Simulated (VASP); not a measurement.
VASP runs on CdSe (space group F-43m) share one base input (PBE0 hybrid, plane waves, VASP's PBE PAW potentials (set 64)) and change the settings named in each case.

### INCAR
```
ISMEAR = 0
ENCUT = 300
ISYM = 3
SYSTEM = CdSe
ISIF = 2
PREC = Accurate
LREAL = F   ! projection in real space or not
AEXX = 0.25
PRECFOCK = Fast
GGA = PE
ALGO = Normal   ! blocked Davidson
EDIFF = 1E-6   ! SCF stop (eV)
LASPH = T   ! aspherical one-centre terms
LCHARG = F
LWAVE = F
HFRCUT = -1
LHFCALC = T
LMAXMIX = 4
SIGMA = 0.01
NELM = 100
```

### KPOINTS
```
Automatic mesh
0
Gamma
5 5 5
0 0 0
```

POSCAR:
```
CdSe
1
    0.0000000000     3.0128560000     3.0128560000
    3.0128560000     0.0000000000     3.0128560000
    3.0128560000     3.0128560000     0.0000000000
Cd Se
1 1
Direct
  0.0000000000   0.0000000000   0.0000000000
  0.7500000000   0.7500000000   0.7500000000
```

POTCAR, in this order: Cd Se (PBE.64 set). Program: vasp_std.

```
change                                                                         E(σ→0) (eV/atom)  pressure (GPa)
-----------------------------------------------------------------------------  ----------------  --------------
base run                                                                                -3.6647            3.44
AEXX removed, HFRCUT removed, ISYM removed, LHFCALC removed, PRECFOCK removed           -2.7048            4.96
HFRCUT removed, HFSCREEN = 0.2                                                          -3.4035             [?]
KPOINTS 1×1×1 Γ-centred mesh                                                             1.9719           33.69
KPOINTS 2×2×2 Γ-centred mesh                                                            -3.1437            6.89
KPOINTS 3×3×3 Γ-centred mesh                                                            -3.5826            4.15
KPOINTS 4×4×4 Γ-centred mesh                                                            -3.6510            3.57
ENCUT = 270                                                                             -3.6642             [?]
ENCUT = 180                                                                             -2.7114          -92.29
KPOINTS 3×3×3 Γ-centred mesh shifted by (0.5, 0.5, 0.5)                                 -3.6683            3.41
EDIFF = 1E-10                                                                           -3.6647            3.44
```

**Question.** Complete the blanks.

**Answer.** 
- ENCUT = 270, pressure (GPa): 2.29
- HFRCUT removed, HFSCREEN = 0.2, pressure (GPa): 3.56

Energies of different potentials or functionals have different zeros.

Left out are runs that ran out of time, are held back, or changed the cell or the kind of run, fixed moments of cells without a moment, rows past the twelfth, gaps on odd meshes, pressures of charged cells and columns that move by less than the noise.

The structure comes from a computed database's CdSe entry; how it stands against other phases isn't given here. The cell was not relaxed at this level, its lattice was scaled by up to 2.5 %.
